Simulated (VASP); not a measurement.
# Fe2O3 (Hematite): magnetic orders, part 3 of 6

Is Fe2O3 (Hematite) a ferromagnet or an antiferromagnet at this level? The start is a cell from a database of measured crystal structures.

VASP 6.6.1, plane waves and PAW; the level of theory is named at each step.

Still holding for the runs below: The magnetic state follows from one typed start and may not be the lowest.

So far, largest spin moment in the PAW sphere (μB): step 2 (relax in the ferromagnetic state) 4.57. The relaxed cell has a = 5.045, c = 13.646 Å (conventional setting).

### Step 3. Magnetic order, start order fm, signs ++++

This step: r2SCAN, DFT+U (Fe d 6 eV), spin-polarised, from parallel moments; plane waves and PAW (Fe, O) (VASP 6.6.1).

Each run starts from other signs of the moments at the same geometry and cutoff; gentle mixing helps it keep them. Any wave vector in a name is a fraction of the reciprocal vectors of the first cell as typed.

Contents of INCAR:

```
SYSTEM = Fe2O3
PREC = Normal
ENCUT = 480
EDIFF = 1E-06
NELM = 150
ISMEAR = 0
SIGMA = 0.05
LREAL = .FALSE.
ALGO = Normal
METAGGA = R2SCAN
LASPH = .TRUE.
NBANDS = 49
ISPIN = 2
MAGMOM = 3 3 3 3 0 0 0 0 0 0
LDAU = .TRUE.
LDAUTYPE = 2
LDAUL = 2 -1
LDAUU = 6 0
LDAUJ = 0 0
LDAUPRINT = 1
LMAXMIX = 4
LORBIT = 11
LWAVE = .FALSE.
LCHARG = .TRUE.
KPAR = 2
AMIX = 0.2
BMIX = 1E-04
AMIX_MAG = 0.8
BMIX_MAG = 1E-04
```

Contents of POSCAR:

```
Fe2O3
1.0
    2.5223571587      1.4562835846      4.5485234178
   -2.5223571587      1.4562835846      4.5485234178
    0.0000000000     -2.9125671692      4.5485234178
Fe O
4 6
Direct
    0.3528013838      0.3528013838      0.3528013838
    0.1471986162      0.1471986162      0.1471986162
    0.6471986162      0.6471986162      0.6471986162
    0.8528013838      0.8528013838      0.8528013838
    0.5535820417      0.2500000000      0.9464179583
    0.2500000000      0.9464179583      0.5535820417
    0.9464179583      0.5535820417      0.2500000000
    0.4464179583      0.7500000000      0.0535820417
    0.7500000000      0.0535820417      0.4464179583
    0.0535820417      0.4464179583      0.7500000000
```

Contents of KPOINTS:

```
Automatic mesh
0
Gamma
4 4 4
0 0 0
```

The projector-augmented-wave data sets are Fe and O (PBE family, release 64).

On the command line:

```bash
> mpirun -np 2 vasp_std
```

Output:

```text
[banner, memory and clock lines left out]
running    2 mpi-ranks, on    1 nodes
 distrk:  each k-point on    1 cores,    2 groups
 distr:  one band on    1 cores,    1 groups

 POSCAR found type information on POSCAR FeO
 POSCAR found :  2 types and      10 ions
 [... a notice as in an earlier step ...]

 LDA part: xc-table for (None), standard interpolation
 POSCAR, INCAR and KPOINTS ok, starting setup
 FFT: planning ... GRIDC
 FFT: planning ... GRID_SOFT
 FFT: planning ... GRID
 WAVECAR not read
 entering main loop
       N       E                     dE             d eps       ncg     rms          rms(c)
DAV:   1     0.778096414454E+03    0.77810E+03   -0.30439E+04  2548   0.161E+03
DAV:   2     0.997898156674E+01   -0.76812E+03   -0.69466E+03  2673   0.427E+02
DAV:   3    -0.128738553389E+03   -0.13872E+03   -0.13209E+03  2976   0.205E+02
DAV:   4    -0.134568239241E+03   -0.58297E+01   -0.58020E+01  3151   0.458E+01
DAV:   5    -0.134714406312E+03   -0.14617E+00   -0.14600E+00  3112   0.682E+00    0.585E+01
DAV:   6    -0.102925394258E+03    0.31789E+02   -0.57016E+01  3605   0.898E+01    0.633E+01
DAV:   7    -0.101199912937E+03    0.17255E+01   -0.21999E+01  3763   0.488E+01    0.646E+01
DAV:   8    -0.102117331284E+03   -0.91742E+00   -0.33093E+00  3406   0.203E+01    0.376E+01
DAV:   9    -0.101907083651E+03    0.21025E+00   -0.10374E+01  3551   0.499E+01    0.411E+01
DAV:  10    -0.102045906676E+03   -0.13882E+00   -0.29335E+00  3567   0.236E+01    0.195E+00
DAV:  11    -0.102071590029E+03   -0.25683E-01   -0.19179E-01  2781   0.296E+00    0.150E+00
DAV:  12    -0.102070820504E+03    0.76952E-03   -0.10108E-02  3203   0.595E-01    0.152E+00
DAV:  13    -0.102069882114E+03    0.93839E-03   -0.10423E-02  3074   0.616E-01    0.421E-01
DAV:  14    -0.102071234791E+03   -0.13527E-02   -0.18512E-03  3488   0.384E-01    0.381E-01
DAV:  15    -0.102071883197E+03   -0.64841E-03   -0.10934E-03  3536   0.329E-01    0.495E-02
DAV:  16    -0.102071947922E+03   -0.64725E-04   -0.39660E-04  3004   0.174E-01    0.780E-02
DAV:  17    -0.102071948762E+03   -0.83948E-06   -0.27995E-05  3285   0.449E-02    0.198E-02
DAV:  18    -0.102071952085E+03   -0.33231E-05   -0.90556E-06  3251   0.269E-02    0.196E-02
DAV:  19    -0.102071951455E+03    0.63018E-06   -0.20908E-06  1793   0.127E-02
   1 F= -.10207195E+03 E0= -.10207195E+03  d E =-.521862E-11  mag=    20.0000
```

Run time: 96 s. Hardware: 2 MPI ranks of Intel Xeon 6975P-C (Granite Rapids), shared host; peak memory 0.48 GiB.

Parts of OUTCAR (step 3):

```text
  LATTYP: Found a trigonal (rhomboedric) cell.
 ALAT       =     5.4011214388
 COS(alpha) =     0.5638104322

 Found     13 irreducible k-points:

   ENCUT  =  480.0 eV  35.28 Ry    5.94 a.u.   9.65  9.65  9.65*2*pi/ulx,y,z

   NELECT =      68.0000    total number of electrons

atom =   1  type =  1  l = 2

 onsite density matrix

spin component  1

  1.0274 -0.0452 -0.0000 -0.0069 -0.0000
 -0.0452  1.0496 -0.0000 -0.0000 -0.0069
 -0.0000 -0.0000  0.9943  0.0000  0.0000
 -0.0069 -0.0000  0.0000  1.0496  0.0452
 -0.0000 -0.0069  0.0000  0.0452  1.0274

spin component  2

  0.1165 -0.0904  0.0000 -0.0186  0.0000
 -0.0904  0.1706 -0.0000 -0.0000 -0.0186
  0.0000 -0.0000  0.0574  0.0000  0.0000
 -0.0186 -0.0000  0.0000  0.1706  0.0904
  0.0000 -0.0186  0.0000  0.0904  0.1165

 occupancies and eigenvectors

  o =  0.0473  v =  0.0000  0.0000  0.0000  0.0000  0.0000 -0.1616 -0.0001 -0.0000 -0.5994  0.7840      0.0000  0.0000  0.0000  0.0000  0.0000  0.0000  0.0000  0.0000  0.0000  0.0000
  o =  0.0473  v =  0.0000  0.0000  0.0000  0.0000  0.0000 -0.7840 -0.5994  0.0000  0.0001 -0.1616      0.0000  0.0000  0.0000  0.0000  0.0000  0.0000  0.0000  0.0000  0.0000  0.0000
  o =  0.0574  v =  0.0000  0.0000  0.0000  0.0000  0.0000  0.0000 -0.0000 -1.0000  0.0000 -0.0000      0.0000  0.0000  0.0000  0.0000  0.0000  0.0000  0.0000  0.0000  0.0000  0.0000
  o =  0.2397  v =  0.0000  0.0000  0.0000  0.0000  0.0000  0.1209  0.0000 -0.0000 -0.8004 -0.5871      0.0000  0.0000  0.0000  0.0000  0.0000  0.0000  0.0000  0.0000  0.0000  0.0000
  o =  0.2397  v =  0.0000  0.0000  0.0000  0.0000  0.0000 -0.5871  0.8004 -0.0000  0.0000 -0.1209      0.0000  0.0000  0.0000  0.0000  0.0000  0.0000  0.0000  0.0000  0.0000  0.0000
  o =  0.9915  v = -0.1186  0.0000 -0.0000 -0.6184  0.7769  0.0000  0.0000  0.0000  0.0000  0.0000      0.0000  0.0000  0.0000  0.0000  0.0000  0.0000  0.0000  0.0000  0.0000  0.0000
  o =  0.9915  v =  0.7769  0.6184 -0.0000  0.0000  0.1186  0.0000  0.0000  0.0000  0.0000  0.0000      0.0000  0.0000  0.0000  0.0000  0.0000  0.0000  0.0000  0.0000  0.0000  0.0000
  o =  0.9943  v =  0.0000  0.0000  1.0000 -0.0000  0.0000  0.0000  0.0000  0.0000  0.0000  0.0000      0.0000  0.0000  0.0000  0.0000  0.0000  0.0000  0.0000  0.0000  0.0000  0.0000
  o =  1.0855  v =  0.0933 -0.0000 -0.0000 -0.7859 -0.6113  0.0000  0.0000  0.0000  0.0000  0.0000      0.0000  0.0000  0.0000  0.0000  0.0000  0.0000  0.0000  0.0000  0.0000  0.0000
  o =  1.0855  v = -0.6113  0.7859 -0.0000 -0.0000 -0.0933  0.0000  0.0000  0.0000  0.0000  0.0000      0.0000  0.0000  0.0000  0.0000  0.0000  0.0000  0.0000  0.0000  0.0000  0.0000

atom =   2  type =  1  l = 2

 onsite density matrix

spin component  1

  1.0274  0.0452 -0.0000 -0.0069  0.0000
  0.0452  1.0496 -0.0000  0.0000 -0.0069
 -0.0000 -0.0000  0.9943 -0.0000  0.0000
 -0.0069  0.0000 -0.0000  1.0496 -0.0452
  0.0000 -0.0069  0.0000 -0.0452  1.0274

spin component  2

  0.1165  0.0904  0.0000 -0.0186 -0.0000
  0.0904  0.1706 -0.0000  0.0000 -0.0186
  0.0000 -0.0000  0.0574 -0.0000  0.0000
 -0.0186  0.0000 -0.0000  0.1706 -0.0904
 -0.0000 -0.0186  0.0000 -0.0904  0.1165

 occupancies and eigenvectors

  o =  0.0473  v =  0.0000  0.0000  0.0000  0.0000  0.0000 -0.1611 -0.0003  0.0000 -0.5994 -0.7841      0.0000  0.0000  0.0000  0.0000  0.0000  0.0000  0.0000  0.0000  0.0000  0.0000
  o =  0.0473  v =  0.0000  0.0000  0.0000  0.0000  0.0000 -0.7841  0.5994 -0.0000 -0.0003  0.1611      0.0000  0.0000  0.0000  0.0000  0.0000  0.0000  0.0000  0.0000  0.0000  0.0000
  o =  0.0574  v =  0.0000  0.0000  0.0000  0.0000  0.0000 -0.0000 -0.0000 -1.0000 -0.0000 -0.0000      0.0000  0.0000  0.0000  0.0000  0.0000  0.0000  0.0000  0.0000  0.0000  0.0000
  o =  0.2397  v =  0.0000  0.0000  0.0000  0.0000  0.0000  0.1209 -0.0000  0.0000 -0.8004  0.5871      0.0000  0.0000  0.0000  0.0000  0.0000  0.0000  0.0000  0.0000  0.0000  0.0000
  o =  0.2397  v =  0.0000  0.0000  0.0000  0.0000  0.0000 -0.5871 -0.8004  0.0000  0.0000  0.1209      0.0000  0.0000  0.0000  0.0000  0.0000  0.0000  0.0000  0.0000  0.0000  0.0000
  o =  0.9915  v = -0.1186  0.0000  0.0000 -0.6184 -0.7769  0.0000  0.0000  0.0000  0.0000  0.0000      0.0000  0.0000  0.0000  0.0000  0.0000  0.0000  0.0000  0.0000  0.0000  0.0000
  o =  0.9915  v =  0.7769 -0.6184  0.0000 -0.0000 -0.1186  0.0000  0.0000  0.0000  0.0000  0.0000      0.0000  0.0000  0.0000  0.0000  0.0000  0.0000  0.0000  0.0000  0.0000  0.0000
  o =  0.9943  v = -0.0000  0.0000  1.0000  0.0000  0.0000  0.0000  0.0000  0.0000  0.0000  0.0000      0.0000  0.0000  0.0000  0.0000  0.0000  0.0000  0.0000  0.0000  0.0000  0.0000
  o =  1.0855  v =  0.0933 -0.0000  0.0000 -0.7859  0.6113  0.0000  0.0000  0.0000  0.0000  0.0000      0.0000  0.0000  0.0000  0.0000  0.0000  0.0000  0.0000  0.0000  0.0000  0.0000
  o =  1.0855  v = -0.6113 -0.7859  0.0000  0.0000  0.0933  0.0000  0.0000  0.0000  0.0000  0.0000      0.0000  0.0000  0.0000  0.0000  0.0000  0.0000  0.0000  0.0000  0.0000  0.0000

atom =   3  type =  1  l = 2

 onsite density matrix

spin component  1

spin component  2

 occupancies and eigenvectors

  o =  0.0473  v =  0.0000  0.0000  0.0000  0.0000  0.0000 -0.1623 -0.0007 -0.0000 -0.5994  0.7838      0.0000  0.0000  0.0000  0.0000  0.0000  0.0000  0.0000  0.0000  0.0000  0.0000
[...]
o =  0.0473  v =  0.0000  0.0000  0.0000  0.0000  0.0000 -0.7842  0.5994 -0.0000 -0.0007  0.1605      0.0000  0.0000  0.0000  0.0000  0.0000  0.0000  0.0000  0.0000  0.0000  0.0000
  o =  0.0574  v =  0.0000  0.0000  0.0000  0.0000  0.0000 -0.0000 -0.0000 -1.0000 -0.0000 -0.0000      0.0000  0.0000  0.0000  0.0000  0.0000  0.0000  0.0000  0.0000  0.0000  0.0000
  o =  0.2397  v =  0.0000  0.0000  0.0000  0.0000  0.0000  0.1209 -0.0000  0.0000 -0.8004  0.5871      0.0000  0.0000  0.0000  0.0000  0.0000  0.0000  0.0000  0.0000  0.0000  0.0000
  o =  0.2397  v =  0.0000  0.0000  0.0000  0.0000  0.0000 -0.5871 -0.8004  0.0000  0.0000  0.1209      0.0000  0.0000  0.0000  0.0000  0.0000  0.0000  0.0000  0.0000  0.0000  0.0000
  o =  0.9915  v = -0.1186  0.0000  0.0000 -0.6184 -0.7769  0.0000  0.0000  0.0000  0.0000  0.0000      0.0000  0.0000  0.0000  0.0000  0.0000  0.0000  0.0000  0.0000  0.0000  0.0000
  o =  0.9915  v =  0.7769 -0.6184  0.0000 -0.0000 -0.1186  0.0000  0.0000  0.0000  0.0000  0.0000      0.0000  0.0000  0.0000  0.0000  0.0000  0.0000  0.0000  0.0000  0.0000  0.0000
  o =  0.9943  v = -0.0000  0.0000  1.0000  0.0000  0.0000  0.0000  0.0000  0.0000  0.0000  0.0000      0.0000  0.0000  0.0000  0.0000  0.0000  0.0000  0.0000  0.0000  0.0000  0.0000
  o =  1.0855  v =  0.0933  0.0000  0.0000 -0.7859  0.6113  0.0000  0.0000  0.0000  0.0000  0.0000      0.0000  0.0000  0.0000  0.0000  0.0000  0.0000  0.0000  0.0000  0.0000  0.0000
  o =  1.0855  v = -0.6113 -0.7859  0.0000 -0.0000  0.0933  0.0000  0.0000  0.0000  0.0000  0.0000      0.0000  0.0000  0.0000  0.0000  0.0000  0.0000  0.0000  0.0000  0.0000  0.0000

 E-fermi :   3.2958

 spin component 1
 k-point     1 :       0.0000    0.0000    0.0000
  band No.  band energies     occupation
    ...
     40       2.4850      1.00000
     41       2.7346      1.00000
     42       2.7346      1.00000
     43       3.0822      1.00000
     44       3.0822      1.00000
     45       8.5761      0.00000
     46      12.3927      0.00000
     47      14.4266      0.00000
     48      15.0644      0.00000
     49      15.5686      0.00000

 k-point     2 :       0.2500   -0.0000    0.0000
  band No.  band energies     occupation
    ...
     40       2.4937      1.00000
     41       2.6616      1.00000
     42       2.7535      1.00000
     43       2.7964      1.00000
     44       2.9633      1.00000
     45       9.7593      0.00000
     46      13.2547      0.00000
     47      13.6648      0.00000
     48      13.9617      0.00000
     49      14.5520      0.00000

 k-point     3 :       0.5000   -0.0000    0.0000
  band No.  band energies     occupation
    ...
     40       2.0549      1.00000
     41       2.3566      1.00000
     42       2.3566      1.00000
     43       2.9076      1.00000
     44       2.9076      1.00000
     45      11.9026      0.00000
     46      11.9026      0.00000
     47      13.3519      0.00000
     48      13.3519      0.00000
     49      15.0670      0.00000

 k-point     4 :       0.2500    0.2500    0.0000
  band No.  band energies     occupation
    ...
     40       2.4970      1.00000
     41       2.6337      1.00000
     42       2.6810      1.00000
     43       2.7569      1.00000
     44       3.0248      1.00000
     45      10.0275      0.00000
     46      13.1550      0.00000
     47      13.9921      0.00000
     48      14.0010      0.00000
     49      14.5792      0.00000

  Total       -0.1530306     -0.1530306      0.0662778      0.0000000     -0.0000000      0.0000000
  in kB       -2.4457648     -2.4457648      1.0592642      0.0000000     -0.0000000      0.0000000
  external PRESSURE =      -1.2774218 kB  Pullay stress =       0.0000000 kB

 POSITION                                       TOTAL-FORCE (eV/Angst)
 -----------------------------------------------------------------------------------
      0.00000      0.00000      4.81418         0.000000      0.000000     -0.015575
      0.00000      0.00000      2.00861         0.000000      0.000000      0.015575
      0.00000      0.00000      8.83139         0.000000      0.000000      0.015575
      0.00000      0.00000     11.63696         0.000000      0.000000     -0.015575
      0.76574     -1.58626      7.95992         0.009342      0.016181      0.000000
     -1.75661      0.12998      7.95992         0.009342     -0.016181      0.000000
      0.99087      1.45628      7.95992        -0.018685      0.000000      0.000000
     -0.76574      1.58626      5.68565        -0.009342     -0.016181      0.000000
      1.75661     -0.12998      5.68565        -0.009342      0.016181      0.000000
     -0.99087     -1.45628      5.68565         0.018685      0.000000      0.000000
 -----------------------------------------------------------------------------------
    total drift:                                0.000000     -0.000000      0.000000

  FREE ENERGIE OF THE ION-ELECTRON SYSTEM (eV)
  ---------------------------------------------------
  free  energy   TOTEN  =      -102.0719514548 eV

  energy  without entropy=     -102.0719514548  energy(sigma->0) =     -102.07195145

 total charge
# of ion       s       p       d       tot
------------------------------------------
    1        0.388   0.587   5.750   6.725
    2        0.388   0.587   5.750   6.725
    3        0.388   0.587   5.750   6.725
    4        0.388   0.587   5.750   6.725
    5        1.564   3.549   0.000   5.113
    6        1.564   3.549   0.000   5.113
    7        1.564   3.549   0.000   5.113
    8        1.564   3.549   0.000   5.113
    9        1.564   3.549   0.000   5.113
   10        1.564   3.549   0.000   5.113
--------------------------------------------------
tot         10.937  23.639  22.999  57.575

 magnetization (x)
# of ion       s       p       d       tot
------------------------------------------
    1        0.028   0.036   4.506   4.570
    2        0.028   0.036   4.506   4.570
    3        0.028   0.036   4.506   4.570
    4        0.028   0.036   4.506   4.570
    5        0.019   0.263   0.000   0.282
    6        0.019   0.263   0.000   0.282
    7        0.019   0.263   0.000   0.282
    8        0.019   0.263   0.000   0.282
    9        0.019   0.263   0.000   0.282
   10        0.019   0.263   0.000   0.282
--------------------------------------------------
tot          0.224   1.720  18.023  19.967

[... 6 parts as in an earlier step ...]

[... 10 further parts left out ...]
```

Numbers from this step:

```
electronic cycles   : 19
free energy (TOTEN) : -102.0720 eV
```

Spin density in the ac plane of the conventional cell at fractional y = 0.000, with atoms of Fe and O within 0.2 Å of it.

Ten even steps from '_' (0.0 e/Å³) to '@' (5.8 e/Å³), each cell a mean:
```
____________________________
____________________________
==..______________________--
@@==____________________::##
::..______________________::
____________________________
____________________________
++::______________________--
@@==____________________::##
::________________________..
____________________________
____________________________
____________________________
____________________________
==::______________________--
@@==____________________::##
::..______________________::
____________________________
____________________________
++::____________________..--
@@==____________________::##
::..______________________..
____________________________
____________________________
```
Columns run along a (5.0 Å), rows up along c (13.6 Å), edges of the conventional cell, whose origin can differ from the input's. Atoms in or near the plane, at fractional coordinates: Fe at (0.00, 0.85), Fe at (0.00, 0.65), Fe at (0.00, 0.15), Fe at (0.00, 0.35), O at (0.64, 0.42), O at (0.67, 0.08), O at (0.70, 0.75), O at (0.36, 0.58), O at (0.33, 0.92), O at (0.30, 0.25).

Valence density in the ac plane of the conventional cell at fractional y = 0.000, with atoms of Fe and O within 0.2 Å of it. It is the smooth field of the valence electrons, not physical close to the nuclei.

Ten even steps from '_' (0.0 e/Å³) to '@' (6.7 e/Å³), each cell a mean:
```
________....________________
______::##%%--______________
==::__::++++::____________--
@@==____________________::##
::..______________....____::
________________--%%%%--____
________________::****::____
==::____________________..==
@@==..__....____________::##
::..__::##%%--____________..
______..++++::______________
____________________________
________________....________
______________..**%%==..____
==::__________..==**--....--
@@==____________________::##
::..__......______________::
____..++@@++..______________
____..==**==..______________
++::____________________..--
@@==____________......__::##
::..__________..**%%==..__..
______________..==**--______
____________________________
```
Columns run along a (5.0 Å), rows up along c (13.6 Å), edges of the conventional cell, whose origin can differ from the input's. Atoms in or near the plane, at fractional coordinates: Fe at (0.00, 0.85), Fe at (0.00, 0.65), Fe at (0.00, 0.15), Fe at (0.00, 0.35), O at (0.64, 0.42), O at (0.67, 0.08), O at (0.70, 0.75), O at (0.36, 0.58), O at (0.33, 0.92), O at (0.30, 0.25).

The largest moment at the end is 4.57 μB, and the moments of the cell sum to 20.00 μB.

### Step 4. Magnetic order, start order AFM 1, signs +-+-

This step: r2SCAN, DFT+U (Fe d 6 eV), spin-polarised, from moments of both signs; plane waves and PAW (Fe, O) (VASP 6.6.1).

INCAR, as its differences from that of step 3:

```diff
@@ -13,3 +13,3 @@
 ISPIN = 2
-MAGMOM = 3 3 3 3 0 0 0 0 0 0
+MAGMOM = 3 -3 3 -3 0 0 0 0 0 0
 LDAU = .TRUE.
```

POSCAR is that of step 3.

KPOINTS is that of step 3.

On the command line:

```bash
> mpirun -np 2 vasp_std
```

Output:

```text
[... set-up lines as in an earlier step ...]
 entering main loop
       N       E                     dE             d eps       ncg     rms          rms(c)
DAV:   1     0.780371359639E+03    0.78037E+03   -0.30293E+04  2548   0.159E+03
DAV:   2     0.196636728780E+02   -0.76071E+03   -0.69551E+03  2582   0.428E+02
DAV:   3    -0.126369556586E+03   -0.14603E+03   -0.13770E+03  3056   0.210E+02
DAV:   4    -0.135127310685E+03   -0.87578E+01   -0.86945E+01  3023   0.573E+01
DAV:   5    -0.135416052026E+03   -0.28874E+00   -0.28836E+00  3368   0.103E+01    0.568E+01
DAV:   6    -0.102859633267E+03    0.32556E+02   -0.51579E+01  3845   0.972E+01    0.624E+01
DAV:   7    -0.101438173382E+03    0.14215E+01   -0.24415E+01  4320   0.603E+01    0.636E+01
DAV:   8    -0.102782329908E+03   -0.13442E+01   -0.53789E+00  3232   0.309E+01    0.333E+01
DAV:   9    -0.102351945722E+03    0.43038E+00   -0.13312E+01  3686   0.728E+01    0.413E+01
DAV:  10    -0.102490263631E+03   -0.13832E+00   -0.35897E+00  3196   0.287E+01    0.265E+00
DAV:  11    -0.102541250328E+03   -0.50987E-01   -0.38912E-01  2959   0.416E+00    0.166E+00
DAV:  12    -0.102546139547E+03   -0.48892E-02   -0.81662E-03  3264   0.637E-01    0.859E-01
DAV:  13    -0.102548997059E+03   -0.28575E-02   -0.17144E-02  3672   0.108E+00    0.699E-01
DAV:  14    -0.102551104495E+03   -0.21074E-02   -0.59461E-03  3536   0.604E-01    0.653E-01
DAV:  15    -0.102551113887E+03   -0.93916E-05   -0.43498E-04  2928   0.162E-01    0.627E-01
DAV:  16    -0.102551556080E+03   -0.44219E-03   -0.19807E-03  3968   0.345E-01    0.207E-01
DAV:  17    -0.102551852547E+03   -0.29647E-03   -0.41235E-04  3248   0.252E-01    0.148E-01
DAV:  18    -0.102551965271E+03   -0.11272E-03   -0.17689E-04  3072   0.134E-01    0.679E-02
DAV:  19    -0.102551968151E+03   -0.28798E-05   -0.25854E-05  3144   0.370E-02    0.717E-02
DAV:  20    -0.102551963421E+03    0.47296E-05   -0.24097E-05  3352   0.401E-02    0.428E-02
DAV:  21    -0.102551964012E+03   -0.59106E-06   -0.49448E-06  2328   0.170E-02
   1 F= -.10255196E+03 E0= -.10255196E+03  d E =-.726651E-12  mag=     0.0000
```

Wall time 1.8 min (2 MPI ranks); peak memory 0.48 GiB; 3.5 min of CPU time.

[end of part 3 of 6]

[Lines on the potential files, build, host, timing and source positions are cut from VASP's logs without a mark.]

[Logs are printed without paths, hosts, clocks, repeated set-up lines and the standing remarks that a program may print on its own settings, such as how far it seeks lower states.]

[Hosts, paths, dates, database ids (printed as entryN), source tags and the programs' standing remarks are cut or masked in the printed files.]

[In band tables of VASP the shares of atoms and orbitals are scaled to a sum of 1 inside the atoms' spheres.]

[Runs that stopped without an error message from VASP are left out.]
